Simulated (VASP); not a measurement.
Consider the following.

```xyz
6
Lattice="1.5968 -2.7658 0.0000 1.5968 2.7658 0.0000 0.0000 0.0000 12.5179" Properties=species:S:1:pos:R:3 pbc="T T T"
W      1.5968     0.9219     3.1295
W      1.5968    -0.9219     9.3885
S      1.5968     0.9219    10.9665
S      1.5968    -0.9219     4.7075
S      1.5968    -0.9219     1.5514
S      1.5968     0.9219     7.8104
```

Level of theory: optB88-vdW, VASP's PBE PAW potentials (set 64) (plane waves; VASP). Numerical set-up: 520 eV cut-off, Gaussian smearing of 0.050 eV, potentials W_sv S.

Unless said otherwise, spin-orbit coupling is left out, though it shifts the bands of the heavy elements here.

### Question
What does the run give for the band gap (along the path) with the smallest direct gap where there is one?

### Answer

* **band gap (along the path)**: 1.04 eV
* **smallest direct gap (along the path)**: 1.74 eV

The absolute energy has meaning only against runs of the same code, potentials and settings.

The compound is WS2 in the 2H layered structure. It was relaxed first.
